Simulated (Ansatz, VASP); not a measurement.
TaPtS4 in VASP and in Ansatz

INCAR

```
PREC     = Accurate       # precision mode
ENCUT    = 520            # plane-wave cutoff, eV
EDIFF    = 1E-6           # SCF threshold, eV
ISMEAR   = 0              # smearing method
SIGMA    = 0.1            # smearing width, eV
LREAL    = False          # projectors in reciprocal space
LASPH    = True           # aspherical terms in the spheres
NELM     = 150            # most SCF steps
ALGO     = Normal         # electronic algorithm
ISIF     = 2              # what is computed and relaxed
LWAVE    = False          # write WAVECAR
LCHARG   = True           # write CHGCAR
ISPIN    = 2              # spin polarisation
MAGMOM   = 1 1 0 0 0 0    # initial moments
LORBIT   = 11             # projections on sites
LMAXMIX  = 4              # l up to which the mixer works
GGA      = PE             # functional
LELF     = True           # ELF
LVHAR    = True         
NBANDS   = 36             # bands
```

KPOINTS

```
regular mesh
0
Gamma
  4 4 4
```

Contents of POSCAR:

```
TaPtS4
1.0
    0.0000000000      3.7984614586      3.7984614586
    3.7984614586      0.0000000000      3.7984614586
    3.7984614586      3.7984614586      0.0000000000
Ta Pt S
1 1 4
Direct
    0.0000000000      0.0000000000      0.0000000000
    0.7500000000      0.7500000000      0.7500000000
    0.3750000000      0.8750000000      0.3750000000
    0.3750000000      0.3750000000      0.8750000000
    0.3750000000      0.3750000000      0.3750000000
    0.8750000000      0.3750000000      0.3750000000
```

Input for Ansatz:

```yaml
crystal:
  lattice:
    - [0.0, 3.7984614586, 3.7984614586]
    - [3.7984614586, 0.0, 3.7984614586]
    - [3.7984614586, 3.7984614586, 0.0]
  atoms:
    - { symbol: Ta, position: [0.0, 0.0, 0.0], spin: 1.0 }
    - { symbol: Pt, position: [0.75, 0.75, 0.75], spin: 1.0 }
    - { symbol: S, position: [0.375, 0.875, 0.375] }
    - { symbol: S, position: [0.375, 0.375, 0.875] }
    - { symbol: S, position: [0.375, 0.375, 0.375] }
    - { symbol: S, position: [0.875, 0.375, 0.375] }
basis:
  ecutwfc: 420
kpoints:
  mp_grid: { grid: [4, 4, 4] }
hamiltonian:
  xc: pbe
scf:
  occupations: { method: gaussian, width: 0.1 }
  lower_state_search: "off"
output:
  forces: true
  stress: true
  eigenvalues: true
  populations: true
magnetization:
  spin_polarized: true
```

Alike in both runs: task single point; functional PBE; k mesh 4 × 4 × 4; occupations gaussian, width 0.1 eV; collinear spin.

|  | VASP | Ansatz |
| --- | --- | --- |
| version | VASP 6.6.1 | Ansatz 0.2.0 |
| potentials or method | VASP PAW PBE potentials, release 64 (Ta_pv, Pt, S) | scalar-relativistic, plane waves, PAW |
| plane-wave cutoff (eV) | 520 | 420 |
| valence electrons in the cell | 45 | 55 |

```csv
,VASP,Ansatz,Ansatz less VASP
gap on the k mesh at the Fermi level (eV),none,none,-
pressure (GPa),-11.6,-11.6,+0.07
rms of the force components (eV/Å),0.064,0.063,-0.0005
net moment per atom (μB),0.00,0.00,-0.001
```

A gap of «none» marks a metal or a gap that the smearing closes. The two sets of potentials don't hold the same shells in valence. Ansatz warned: «seeded_moment_not_kept».

The runs have no spin-orbit coupling, so splittings on Pt, Ta are missing.
